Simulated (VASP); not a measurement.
Input for VASP

### KPOINTS
```
Automatic mesh
0
Gamma
13 13 13
0 0 0
```

File POSCAR:
```
Ge
3.9776560
  0.0000000000   0.7071068456   0.7071068456
  0.7071068456   0.0000000000   0.7071068456
  0.7071068456   0.7071068456   0.0000000000
Ge
2
direct
  0.0000000000   0.0000000000   0.0000000000
  0.2500000000   0.2500000000   0.2500000000
```

### INCAR
```
SYSTEM = Ge
PREC = Accurate; ENCUT = 520; LREAL = .FALSE.
LASPH = .TRUE.
EDIFF = 1E-7; NELM = 100; ALGO = Normal
LMAXMIX = 4
ISMEAR = -5
ISIF = 2
LWAVE = .FALSE.; LCHARG = .TRUE.; LORBIT = 11
NEDOS = 601
```

POTCAR, in this order: Ge_d (LDA.64 set). Program: vasp_std.

**Question.** Translate this LDA calculation to Quantum ESPRESSO's pw.x.

**Answer.** One equivalent input (not run):
```
&CONTROL
  calculation = 'scf'
  pseudo_dir = './pseudo'
  outdir = './out'
  tprnfor = .true.
  tstress = .true.
/
&SYSTEM
  ibrav = 0
  nat = 2
  ntyp = 1
  ecutwfc = 78
  occupations = 'tetrahedra'
  input_dft = 'pz'
/
&ELECTRONS
  conv_thr = 7.3e-09
  electron_maxstep = 100
/
ATOMIC_SPECIES
  Ge 72.630 Ge.upf
CELL_PARAMETERS angstrom
     0.0000000    2.8126278    2.8126278
     2.8126278   -0.0000000    2.8126278
     2.8126278    2.8126278    0.0000000
ATOMIC_POSITIONS crystal
  Ge   0.0000000  0.0000000  0.0000000
  Ge   0.2500000  0.2500000  0.2500000
K_POINTS automatic
  13 13 13 0 0 0
```
The two are equivalent in intent, not identical: the potentials are each code's own (VASP's PAW set, PseudoDojo norm-conserving files in pw.x), so ENCUT and ecutwfc are chosen apart and not converted; conv_thr bounds pw.x's estimated SCF error, while EDIFF bounds the energy change between steps.

The compound is Ge in the diamond structure. It was relaxed first.
